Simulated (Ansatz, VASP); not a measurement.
# TiTe2: VASP beside Ansatz

Aim: how closely do two programs agree when they are given the same cell, functional and k mesh? The cell is taken from a series of VASP runs on this material, whose earlier steps may have relaxed, scaled or displaced it; both programs get it as it stands.

Main program and level: Ansatz 0.2.0; plane waves, with VASP 6.6.1 beside it; relaxation of cell and atoms at PBEsol.

### 1. Set-up

The structure is trigonal, space group P-3m1 (No. 164). Conventional cell: a = 3.697 Å, b = 3.697 Å, c = 6.437 Å, α = 90.00°, β = 90.00°, γ = 120.00°. Te has 3 Ti at 2.74 Å nearest. Ti has 6 Te at 2.74 Å nearest. Farther neighbours and most contacts between anions are not listed.

### 2. Ansatz: relaxation of cell and atoms, PBEsol

Ansatz runs on its default PAW (the set named soft_2) files.

The relaxed volume is the usual yardstick between codes: its relative difference is about their pressure difference at one cell divided by the bulk modulus.

input.yaml reads:

```yaml
crystal:
  lattice:
    - [3.6974287611, 0.0, 0.0]
    - [-1.8487143805, 3.2020672358, 0.0]
    - [0.0, 0.0, 6.4366163874]
  atoms:
    - { symbol: Te, position: [0.3333333333, 0.6666666667, 0.7323136993] }
    - { symbol: Te, position: [0.6666666667, 0.3333333333, 0.2676863007] }
    - { symbol: Ti, position: [0.0, 0.0, 0.0] }
hamiltonian:
  xc: pbesol
  pseudopotentials: { kind: paw }
kpoints:
  mp_grid: { grid: [14, 14, 8] }
scf:
  occupations: { method: methfessel_paxton, width: 0.15 }
relax:
  f_tol: 0.01
  max_steps: 60
  cell: { stress_tol: 0.05 }
output:
  forces: true
  stress: true
```

Run with:

```bash
$ ansatz run input.yaml --threads 4 --pin off --max-ram 9216MiB --backend cpu --events-out ev --progress --plain --runs-dir out
```

Numbers of over 12 decimals in the logs are rounded to 6 here.

The log of the run:

```text
Engine: ansatz 0.2.0, aarch64-unknown-linux-gnu
Pseudopotentials: kind: paw
Pseudopotential: Te, paw, valence charge 16, recommended cutoff 420 eV (normal), Te.paw.azcp
Pseudopotential: Ti, paw, valence charge 12, recommended cutoff 420 eV (normal), Ti.paw.azcp
Functional definition: PBEsol
  exchange = pbesol_x
  correlation = pbesol_c
Crystal: 3 atoms, lattice volume = 76.206 Å³
Basis set: ecut = 420 eV, 1485 PW (Γ), exchange–correlation on 50×50×90 points (8 copies of the dense FFT grid, shifted against one another)
Bands: 27, of which v1, the nominal top of the filled ones, is band 22 counted from 1 (21 counted from 0)
Symmetry: 12 space group operations
Space group: P-3m1 (ITA 164), of the structure as read, at distance tolerance 4.2e-5 Å
k-points: 168 of 1568
Non-local potential: Te, projectors of the file, l = 0: 2, l = 1: 2, l = 2: 2, l = 3: 2
Non-local potential: Ti, projectors of the file, l = 0: 3, l = 1: 2, l = 2: 3, l = 3: 1
PAW form: soft (Blöchl's): semilocal exchange-correlation on the pseudo side does not see the compensation charge
PAW frozen core: Te, regenerated for the run's functional, and the local potential with it (the file was generated under x = pbe(κ = 0.804, μ = 0.219515), c = pbe(β = 0.066725))
PAW frozen core: Ti, regenerated for the run's functional, and the local potential with it (the file was generated under x = pbe(κ = 0.804, μ = 0.219515), c = pbe(β = 0.066725))
PAW one-centre angular grid: Te, 590 points (default); XC on 64 Gauss nodes
PAW one-centre angular grid: Ti, 590 points (default); XC on 64 Gauss nodes
Initial density: superposition of atomic densities (neutral atoms: chi_scale 0, normalization atom), corrected by the library's trained network
Initial wavefunctions: pseudopotential atomic-orbital guess
Functional: x = pbesol(κ = 0.804, μ = 0.123457), c = pbesol(β = 0.046)
SCF iter   1: F=—  HF=-16279.087850 eV  |F-HF|=—  |Δ(HF+E_count)|=         —  Δρ=7.02e-3  dr2=5.95e-2  ethr=1.77e-3  ⟨swp⟩=5.4  Hψ=19582  notcnv=0
preconditioner: auto → Kerker (q_TF=auto, 2.490 Å⁻¹)  [metal: Δε(μ)=0.004 eV  Ē_g=6.564 eV  σ=0.150 eV  W_gap=0.02  n_scr=22 (ndim 8)  ℏωp=17.0 eV  f_vac=0.009  D(μ)=1.37/eV (n_scr^D=2)]
SCF iter   2: F=—  HF=-16279.081273 eV  |F-HF|=—  |Δ(HF+E_count)|=   6.58e-3  S|Δr|=    0.00e0  Δρ=3.62e-3  dr2=1.68e-2  ethr=1.35e-4  ⟨swp⟩=1.0  Hψ=5883  notcnv=0
SCF iter   3: F=—  HF=-16279.079384 eV  |F-HF|=—  |Δ(HF+E_count)|=   1.89e-3  S|Δr|=    0.00e0  Δρ=4.22e-4  dr2=1.86e-4  ethr=3.81e-5  ⟨swp⟩=2.1  Hψ=5423  notcnv=0
SCF iter   4: F=—  HF=-16279.079363 eV  |F-HF|=—  |Δ(HF+E_count)|=   2.07e-5  S|Δr|=    0.00e0  Δρ=1.75e-4  dr2=3.34e-5  ethr=4.23e-7  ⟨swp⟩=2.0  Hψ=8017  notcnv=0
SCF iter   5: F=—  HF=-16279.079347 eV  |F-HF|=—  |Δ(HF+E_count)|=   1.67e-5  S|Δr|=    0.00e0  Δρ=7.92e-5  dr2=7.32e-6  ethr=7.59e-8  ⟨swp⟩=2.4  Hψ=5880  notcnv=0
SCF iter   6: F=—  HF=-16279.079347 eV  |F-HF|=—  |Δ(HF+E_count)|=   4.84e-7  S|Δr|=    0.00e0  Δρ=1.32e-5  dr2=2.34e-7  ethr=1.66e-8  ⟨swp⟩=2.0  Hψ=5987  notcnv=0
SCF iter   7: F=-16279.079347 eV  HF=-16279.079347 eV  |F-HF|=8.28e-9  |Δ(HF+E_count)|=   8.24e-8  S|Δr|=    0.00e0  Δρ=4.19e-6  dr2=3.50e-8  ethr=2.27e-10  ⟨swp⟩=4.9  Hψ=14353  notcnv=0
SCF 1 converged in 7 iterations: F = -16279.079347 eV  dr2 = 3.50e-8
  greatest PAW one-centre occupation: 0.999 electrons in one spin orbital (limit 2), on the Ti atom at site 2 (counted from 0), in its partial waves of l = 0
relax step   1: F+E_penalty+E_count = -16279.07934714 eV  Δ(F+E_penalty+E_count) = +0.000e0 eV  max|allowed force component| = 1.486e-2 eV/Å  Δτ_max = 0.0000 Å  P = -0.054 GPa  Ω = 76.206 Å³  (7 SCF iters, dr2 threshold 1.00e-7 eV, accepted)
[...]
relax step   2: F+E_penalty+E_count = -16279.07922403 eV  Δ(F+E_penalty+E_count) = +1.231e-4 eV  max|allowed force component| = 3.441e-2 eV/Å  Δτ_max = 0.0070 Å  P = +0.079 GPa  Ω = 76.330 Å³  energy of the carried Pulay correction = -2.027e-5 eV  (6 SCF iters, dr2 threshold 1.38e-8 eV, rejected (line search))
[...]
relax step   3: F+E_penalty+E_count = -16279.07937371 eV  Δ(F+E_penalty+E_count) = -2.657e-5 eV  max|allowed force component| = 5.097e-4 eV/Å  Δτ_max = 0.0022 Å  P = -0.003 GPa  Ω = 76.231 Å³  energy of the carried Pulay correction = -4.107e-6 eV  (8 SCF iters, accepted)
[...]
relax step   4: F+E_penalty+E_count = -16279.07937925 eV  Δ(F+E_penalty+E_count) = -5.541e-6 eV  max|allowed force component| = 5.067e-4 eV/Å  Δτ_max = 0.0000 Å  P = -0.003 GPa  Ω = 76.231 Å³  stress off target by 1.04e-2 GPa  SCF on the basis re-selected at this cell (its energy is not comparable with the rows above)  (4 SCF iters)
basis re-selected at this cell: Δ(F+E_penalty+E_count) = -5.541e-6 eV, ΔP = -0.000 GPa vs the last step (what re-selecting the basis moved, of the pressure what is left beyond the Pulay correction that the steps carried, after the strain that the cell walked since its last selection, with what the two solves' SCF thresholds leave and, on support functions, any second-order correction that the steps lacked; it is no m [...]
SCF converged after 4 iterations
Stability not checked: this state was not tested for a lower state beside it, because cold or Methfessel-Paxton smearing, or corrected tetrahedra, fill the levels in a way that the test cannot read (fill_not_monotonic; see scf.lower_state_search)
Free energy (F): -16279.079379 eV
Harris-Foulkes:  -16279.079379 eV  (|F-HF|=3.64e-12)
Internal energy: -16279.079372 eV  (E = F + TS)
E sigma→0 (E₀):  -16279.079378 eV
Entropy (-TS):   -0.000007 eV (-0.002 meV/atom)
Fermi energy:    10.968835 eV
--- Per-component energies (eV) ---
  E_band       = -638.212881
  E_kinetic    = 635.523167
  E_local      = -3276.597505  (includes V_loc(G=0)·N_el)
  E_nonlocal   = -605.740752
  E_hartree    = 1936.029099
  E_xc         = -344.880792
  E_vxc        = -331.788047  (∫ρ·V_xc dr)
  E_paw        = -10192.423705  (= ΣΔE_a)
  E_vpaw       = -931.667583  (= ΣTr[D̂ρ^β])
  E_aug_tail   = -0.000254  (compensation charges beyond the density's cutoff)
  E_ewald      = -4431.877646
  E_core_change = 0.889015  (= ΣΔE_core)
  E_smearing   = -0.000007  (= −TS)
  E_closure    = 0.000000  (closes the sum)
  Σ components = -16279.079379   (vs F -16279.079379, Δ=0.00e0)
--- Forces (eV/Å), atoms counted from 1 ---
  atom   1  Te     0.00000000    -0.00000000    -0.00050666
  atom   2  Te    -0.00000000     0.00000000     0.00050666
  atom   3  Ti    -0.00000000     0.00000000     0.00000000
  max |Σ_I F_I| component: 2.31e-18 eV/Å
--- Stress (GPa, compression-positive) ---
       -0.009516      -0.000000       0.000000
       -0.000000      -0.009516       0.000000
        0.000000       0.000000       0.010417
  P = ⅓ Tr σ = -0.0029 GPa (-0.029 kbar)
--- Relaxed structure (3 steps of the walk, 2 accepted, 1 SCFs on fresh bases) ---
  F+E_penalty+E_count = -16279.07937925 eV   max|allowed force component| = 5.067e-4 eV/Å   (the final SCF, on the basis selected at the relaxed cell)
  cell:  # Å, volume = 76.2309 Å³
    - [3.696854, -2.8862925104702722e-11, 0]
    - [-1.848427, 3.201570, 0]
    - [0, 0, 6.440740]
  atoms:
    - { symbol: Te, position: [0.333333, 0.666667, 0.732652] }
    - { symbol: Te, position: [0.666667, 0.333333, 0.267348] }
    - { symbol: Ti, position: [0, 0, 0] }
```

Elapsed: 16 s, on 4 threads of Arm Neoverse V1, shared host; peak memory 0.6 GiB; 61 s of CPU time.

### 3. VASP: relaxation of cell and atoms, PBEsol

The same cell, functional, mesh and smearing now go to VASP, with its own data sets and cutoff.

Lines of VASP's logs that name or quote its potential files are left out, and so is its time.

INCAR reads:

```
SYSTEM = TiTe2
PREC = Accurate
ENCUT = 520
EDIFF = 1E-07
NELM = 100
ISMEAR = 1
SIGMA = 0.15
LREAL = .FALSE.
ALGO = Normal
GGA = PS
NBANDS = 18
LASPH = .TRUE.
LORBIT = 11
LWAVE = .FALSE.
LCHARG = .FALSE.
KPAR = 4
IBRION = 2
NSW = 50
ISIF = 3
EDIFFG = -0.005
```

POSCAR reads:

```
TiTe2
1.0
    3.6974287611      0.0000000000      0.0000000000
   -1.8487143805      3.2020672358      0.0000000000
    0.0000000000      0.0000000000      6.4366163874
Te Ti
2 1
Direct
    0.3333333333      0.6666666667      0.7323136993
    0.6666666667      0.3333333333      0.2676863007
    0.0000000000      0.0000000000      0.0000000000
```

KPOINTS reads:

```
Automatic mesh
0
Gamma
14 14 8
0 0 0
```

The projector-augmented-wave data sets are Te and Ti_sv (PBE family, release 64).

Run with:

```bash
$ mpirun -np 4 vasp_std
```

The log of the run:

```text
[banner, memory and clock lines left out]
running    4 mpi-ranks, on    1 nodes
 distrk:  each k-point on    1 cores,    4 groups
 distr:  one band on    1 cores,    1 groups

 POSCAR found type information on POSCAR TeTi
 POSCAR found :  2 types and       3 ions
|                                                                             |
|               ----> ADVICE to this user running VASP <----                  |
|                                                                             |
|     You enforced a specific xc type in the INCAR file but a different       |
|     [... a line on the potential file left out ...]
|     I HOPE YOU KNOW WHAT YOU ARE DOING!                                     |
|                                                                             |

 LDA part: xc-table for (Slater+PW92), standard interpolation
 POSCAR, INCAR and KPOINTS ok, starting setup
 FFT: planning ... GRIDC
 FFT: planning ... GRID_SOFT
 FFT: planning ... GRID
 WAVECAR not read
 entering main loop
       N       E                     dE             d eps       ncg     rms          rms(c)
DAV:   1     0.176884477162E+03    0.17688E+03   -0.10951E+04  6048   0.125E+03
DAV:   2    -0.327539957818E+01   -0.18016E+03   -0.17640E+03  6488   0.311E+02
DAV:   3    -0.191259355557E+02   -0.15851E+02   -0.15481E+02  9408   0.854E+01
DAV:   4    -0.196720633102E+02   -0.54613E+00   -0.54349E+00  7682   0.148E+01
DAV:   5    -0.196936095559E+02   -0.21546E-01   -0.21538E-01  9280   0.286E+00    0.127E+01
DAV:   6    -0.195649905819E+02    0.12862E+00   -0.35231E+01  7136   0.393E+01    0.128E+01
DAV:   7    -0.177683444214E+02    0.17966E+01   -0.25734E+01  7776   0.313E+01    0.513E+00
DAV:   8    -0.175407614403E+02    0.22758E+00   -0.13982E+00  7044   0.865E+00    0.175E+00
DAV:   9    -0.175519593217E+02   -0.11198E-01   -0.16737E-01  8204   0.265E+00    0.140E+00
DAV:  10    -0.175418509115E+02    0.10108E-01   -0.19735E-01  7352   0.325E+00    0.797E-01
DAV:  11    -0.175387560049E+02    0.30949E-02   -0.32629E-02  7248   0.133E+00    0.362E-01
DAV:  12    -0.175386159519E+02    0.14005E-03   -0.39187E-03  7288   0.442E-01    0.225E-01
DAV:  13    -0.175385027896E+02    0.11316E-03   -0.48701E-04  7346   0.168E-01    0.380E-02
DAV:  14    -0.175385051925E+02   -0.24029E-05   -0.14572E-05  6902   0.312E-02    0.323E-02
DAV:  15    -0.175385014244E+02    0.37681E-05   -0.87510E-06  7572   0.239E-02    0.137E-02
DAV:  16    -0.175385006352E+02    0.78917E-06   -0.40094E-06  8748   0.121E-02    0.222E-03
DAV:  17    -0.175385007296E+02   -0.94401E-07   -0.95200E-08  3824   0.215E-03
   1 F= -.17538501E+02 E0= -.17538497E+02  d E =-.175385E+02
 curvature:   0.00 expect dE= 0.000E+00 dE for cont linesearch  0.000E+00
 trial: gam= 0.00000 g(F)=  0.208E-05 g(S)=  0.245E-05 ort = 0.000E+00 (trialstep = 0.100E+01)
 search vector abs. value=  0.453E-05
 reached required accuracy - stopping structural energy minimisation
```

From OUTCAR (step 3):

```text
ion  position               nearest neighbor table
   1  0.333  0.667  0.732-   3 2.74   3 2.74   3 2.74   2 3.67   2 3.67   2 3.67
   2  0.667  0.333  0.268-   3 2.74   3 2.74   3 2.74   1 3.67   1 3.67   1 3.67
   3  0.000  0.000  0.000-   1 2.74   2 2.74   1 2.74   2 2.74   2 2.74   1 2.74

  LATTYP: Found a hexagonal cell.
 ALAT       =     3.6974287611
 C/A-ratio  =     1.7408358087

 Subroutine GETGRP returns: Found 12 space group operations
 (whereof 12 operations were pure point group operations)

The static configuration has the point symmetry D_3d.

 Found    168 irreducible k-points:

   k-points           NKPTS =    168   k-points in BZ     NKDIM =    168   number of bands    NBANDS=     18

   dimension x,y,z NGX =    28 NGY =   28 NGZ =   48
   dimension x,y,z NGXF=    56 NGYF=   56 NGZF=   96

   ENCUT  =  520.0 eV  38.22 Ry    6.18 a.u.   6.87  6.87 11.97*2*pi/ulx,y,z

   NELECT =      24.0000    total number of electrons

 k-points in reciprocal lattice and weights: Automatic mesh
   0.00000000  0.00000000  0.00000000       0.001
   0.07142857  0.00000000  0.00000000       0.004
   0.14285714  0.00000000  0.00000000       0.004
   0.21428571  0.00000000  0.00000000       0.004
   0.28571429  0.00000000  0.00000000       0.004
   0.35714286  0.00000000  0.00000000       0.004
   0.42857143  0.00000000  0.00000000       0.004
   0.50000000  0.00000000  0.00000000       0.002
   0.07142857  0.07142857  0.00000000       0.004
[...]
0.28571429  0.28571429  0.50000000       0.004
   0.35714286  0.28571429  0.50000000       0.004

 average (electrostatic) potential at core
       1 -86.6451       2 -86.6451       3 -73.8185

 E-fermi :   7.3443

 k-point     1 :       0.0000    0.0000    0.0000
  band No.  band energies     occupation
    ...
      5      -5.3920      2.00000
      6      -3.7614      2.00000
      7       1.7633      2.00000
      8       5.7314      2.00000
      9       5.7314      2.00000
     10       7.5681     -0.05601
     11       7.7721     -0.00042
     12       7.7721     -0.00042
     13       7.9611     -0.00000
     14       8.6286     -0.00000
    ...

 k-point     2 :       0.0714    0.0000    0.0000
  band No.  band energies     occupation
    ...
      6      -3.7275      2.00000
      7       1.8375      2.00000
      8       5.5654      2.00000
      9       5.7400      2.00000
     10       7.3812      0.59781
     11       7.5990     -0.03726
     12       7.6162     -0.02790
     13       7.9279     -0.00000
     14       8.4965     -0.00000
     15       8.6992     -0.00000
    ...

 k-point     3 :       0.1429    0.0000    0.0000
  band No.  band energies     occupation
    ...
      7       2.0564      2.00000
      8       5.1397      2.00000
      9       5.7584      2.00000
     10       6.4753      2.00000
     11       7.2488      1.87144
     12       7.5541     -0.06366
     13       7.6589     -0.01154
     14       8.4240     -0.00000
     15       8.7541     -0.00000
     16      10.1936     -0.00000
    ...

  Total       -0.0079086     -0.0079086      0.0052113     -0.0000000     -0.0000000      0.0000000
  in kB       -0.1662730     -0.1662730      0.1095650     -0.0000000     -0.0000000      0.0000000
  external PRESSURE =      -0.0743270 kB  Pullay stress =       0.0000000 kB

  energy-cutoff  :      520.00
  volume of cell :       76.21
      direct lattice vectors                 reciprocal lattice vectors
     3.697428761  0.000000000  0.000000000     0.270458220  0.156149126  0.000000000
    -1.848714380  3.202067236  0.000000000     0.000000000  0.312298252  0.000000000
     0.000000000  0.000000000  6.436616387     0.000000000  0.000000000  0.155361131

 POSITION                                       TOTAL-FORCE (eV/Angst)
 -----------------------------------------------------------------------------------
     -0.00000      2.13471      4.71362         0.000000     -0.000000     -0.004640
      1.84871      1.06736      1.72299        -0.000000      0.000000      0.004640
      0.00000      0.00000      0.00000         0.000000      0.000000      0.000000
 -----------------------------------------------------------------------------------
    total drift:                               -0.000000      0.000000     -0.000000

  FREE ENERGIE OF THE ION-ELECTRON SYSTEM (eV)
  ---------------------------------------------------
  free  energy   TOTEN  =       -17.5385007296 eV

  energy  without entropy=      -17.5384905513  energy(sigma->0) =      -17.53849734

 reached required accuracy - stopping structural energy minimisation

 total charge
# of ion       s       p       d       tot
------------------------------------------
    1        1.385   1.991   0.044   3.420
    2        1.385   1.991   0.044   3.420
    3        2.171   6.129   1.911  10.211
--------------------------------------------------
tot          4.940  10.111   1.999  17.050

[... 3 further parts left out ...]
```

This run has no spin polarisation, so a moment on Ti, if there is one, isn't seen. The run keeps the 12 symmetry operations of its start, so it cannot find a distortion of lower symmetry.

### 4. Side by side

Known differences besides the potentials themselves: both relaxations stop at a tolerance, which leaves soft axes loose, and VASP keeps its plane-wave basis; the data sets hold 44 valence electrons in Ansatz (default PAW (the set named soft_2) files) and 24 in VASP; the cutoff is 420 eV in Ansatz and 520 eV in VASP; Ansatz makes its cores anew for this functional, VASP keeps those of its PBE data sets; Ansatz adds a Pulay correction to the stress that steers its cell, VASP none. Total energies have different zeros and are not compared.

The two programs side by side:

```
                                         quantity  Ansatz   VASP  difference
                                      volume (Å³)   76.23  76.21     +0.03 %
edge a after relaxation, in the typed setting (Å)   3.697  3.697     -0.01 %
edge c after relaxation, in the typed setting (Å)   6.441  6.437     +0.06 %
```

The walks stopped with 0.00 GPa left in Ansatz and -0.01 GPa in VASP; each walk ends within a tolerance, so the volume difference is uncertain by about these residues over the bulk modulus, most in soft cells.

### 5. What came out

| Item | Value |
| --- | --- |
| difference in edge c after relaxation, in the typed setting (relaxation of cell and atoms, PBEsol) | 0.064 % |

What this shows: The difference in edge c after relaxation, in the typed setting is 0.064 % (relaxation of cell and atoms, PBEsol), within the 1.2 % picked in this series as the mark of a large difference, as far as the stopping tolerances let one tell. How closely two codes agree says nothing of how well the functional describes the real material.

[Lines on the potential files, build, host, timing and source positions are cut from VASP's logs without a mark.]

[Logs are printed without paths, hosts, clocks, repeated set-up lines and the standing remarks that a program may print on its own settings, such as how far it seeks lower states.]

[Hosts, paths, dates, database ids (printed as entryN), source tags and the programs' standing remarks are cut or masked in the printed files.]
